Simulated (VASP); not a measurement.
```yaml
crystal:
  lattice:
    - [2.89164, 0.00000, 0.00000]
    - [-1.44582, 2.50424, 0.00000]
    - [0.00000, 0.00000, 13.12317]
  atoms:
    - { symbol: Al, position: [0.33333, 0.66667, 0.25000] }
    - { symbol: Al, position: [0.66667, 0.33333, 0.75000] }
    - { symbol: V, position: [0.33333, 0.66667, 0.58638] }
    - { symbol: V, position: [0.66667, 0.33333, 0.41362] }
    - { symbol: V, position: [0.66667, 0.33333, 0.08638] }
    - { symbol: V, position: [0.33333, 0.66667, 0.91362] }
    - { symbol: C, position: [0.00000, 0.00000, 0.00000] }
    - { symbol: C, position: [0.00000, 0.00000, 0.50000] }
```

Method: PBE GGA, VASP's PBE PAW potentials (set 64) (plane waves; VASP). Numerical set-up: 400 eV cut-off, 11×11×2 Γ-centred mesh, Gaussian smearing of 0.20 eV, potentials Al V_sv C.

### Question
Predict the energy per atom (σ→0), largest force, band gap (on the k-mesh) with the smallest direct gap where there is one.

### Answer

```yaml
band gap (on the k-mesh): none (metal, semimetal or under 0.01 eV)
energy per atom (σ→0): -8.264 eV/atom
largest_force: 0.211 eV/Å
```

Total energies compare only between runs with the same potentials, cut-off and functional.

The structure comes from a computed database's AlV2C entry; how it stands against other phases isn't given here. The cell was not relaxed at this level. The run is not spin-polarised, so no magnetic state was tried.
